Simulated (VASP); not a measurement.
Consider the following.

```
As
1.0
    3.68036    -1.88000     0.00000
    3.68036     1.88000     0.00000
    2.72002     0.00000     3.11142
As
2
Cartesian
  2.28833   0.00000   0.70629
  7.79242   0.00000   2.40513
```

Level of theory: PBE GGA, VASP's PBE PAW potentials (set 64) (plane waves; VASP 6.6.1). Run with LREAL = Auto, 400 eV cut-off, 11×11×11 Γ-centred mesh, first-order Methfessel-Paxton smearing of 0.10 eV, potentials As.

Task: Which forces act on the atoms, in eV/Å?

Result: 
```json
[
 {"atom": "As1", "Fx": "0.278", "Fy": "0.000", "Fz": "0.086"},
 {"atom": "As2", "Fx": "-0.278", "Fy": "0.000", "Fz": "-0.086"}
]
```

Task: Give the stress tensor in GPa (positive for a compressed cell).

Result: 
```
 2.86   0.00  -0.34
 0.00   3.98   0.00
-0.34   0.00   3.87
```
The pressure is its mean diagonal, 3.57 GPa.

The compound is As in the a7 structure. The cell was not relaxed at this level. The run is one of a series of settings (LREAL = Auto against the base run), some of them coarse on purpose.
